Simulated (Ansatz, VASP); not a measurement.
**One calculation of Cs2CrF6, two programs**

```
CELL_PARAMETERS angstrom
0.00000 4.51100 4.51100
4.51100 0.00000 4.51100
4.51100 4.51100 0.00000
ATOMIC_POSITIONS crystal
Cs 0.25000 0.25000 0.25000
Cs 0.75000 0.75000 0.75000
Cr 0.00000 0.00000 0.00000
F 0.80800 0.19200 0.19200
F 0.19200 0.80800 0.19200
F 0.19200 0.80800 0.80800
F 0.80800 0.19200 0.80800
F 0.19200 0.19200 0.80800
F 0.80800 0.80800 0.19200
```

Alike in both runs: task single point; functional LDA; k mesh 4 × 4 × 4; occupations gaussian, width 0.05 eV; collinear spin.

```csv
,VASP,Ansatz
version,VASP 6.6.1,Ansatz 0.2.0
potentials or method,"VASP PAW LDA potentials, release 64 (Cs_sv, Cr_pv, F)","scalar-relativistic, plane waves, PAW"
plane-wave cutoff (eV),520,420
valence electrons in the cell,72,74
```

Ansatz gave:

```
gap on the k mesh at the Fermi level (eV)                     : none
pressure (GPa)                                                : 5.1
rms of the force components (eV/Å)                            : 1.192
net moment per atom (μB)                                      : 0.22
size of the moment on the site where the two differ most (μB) : 1.45
```

**Question.** What did VASP give for the same quantities?

**Answer.** gap on the k mesh at the Fermi level (eV): none; pressure (GPa): 5.7; rms of the force components (eV/Å): 1.318; net moment per atom (μB): 0.22; size of the moment on the site where the two differ most (μB): 1.77.

Site moments also hang on the region over which each program counts them. Atom by atom the forces differ by 0.126 eV/Å (rms over components). A gap of «none» marks a metal or a gap that the smearing closes. The two sets of potentials don't hold the same shells in valence. Ansatz warned: «specified_occupation_not_kept».

Caveats: a cell with one magnetic atom can't hold antiferromagnetic order, which such compounds often take; semilocal functionals often make such compounds metallic where correlation or magnetic order opens a gap, which also shifts bond lengths; forces of over 1 eV/Å show positions far from the minimum, so gaps and moduli don't describe the material at rest. The runs have no spin-orbit coupling, so splittings on Cs are missing.
